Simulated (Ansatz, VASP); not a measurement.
**MoC4 in VASP and in Ansatz**

```
Mo C
1.0
     4.06798    0.00000    0.00000
     0.00000    4.06798    0.00000
     0.00000    0.00000    4.06798
Mo C
1 4
Direct
  0.00000 0.00000 0.00000
  0.50000 0.00000 0.00000
  0.00000 0.50000 0.00000
  0.00000 0.00000 0.50000
  0.50000 0.50000 0.50000
```

Alike in both runs: functional PBE; k mesh 10 × 10 × 10; occupations gaussian, width 0.1 eV; no spin polarisation.

Ansatz relaxed the structure, and its values are those at the end. VASP's run is a single point on that final structure, the one shown.

|  | VASP | Ansatz |
| --- | --- | --- |
| version | VASP 6.6.1 | Ansatz 0.2.0 |
| potentials or method | VASP PAW PBE potentials, release 64 (Mo_sv, C) | scalar-relativistic, plane waves, PAW |
| plane-wave cutoff (eV) | 520 | 420 |
| valence electrons in the cell | 30 | 30 |

|  | VASP | Ansatz | Ansatz less VASP |
| --- | --- | --- | --- |
| gap on the k mesh at the Fermi level (eV) | none | none | - |
| pressure (GPa) | 0.0 | 0.0 | -0.05 |

A gap of «none» marks a metal or a gap that the smearing closes. With one functional, cell and mesh, what is left measures potentials, basis and numerics.
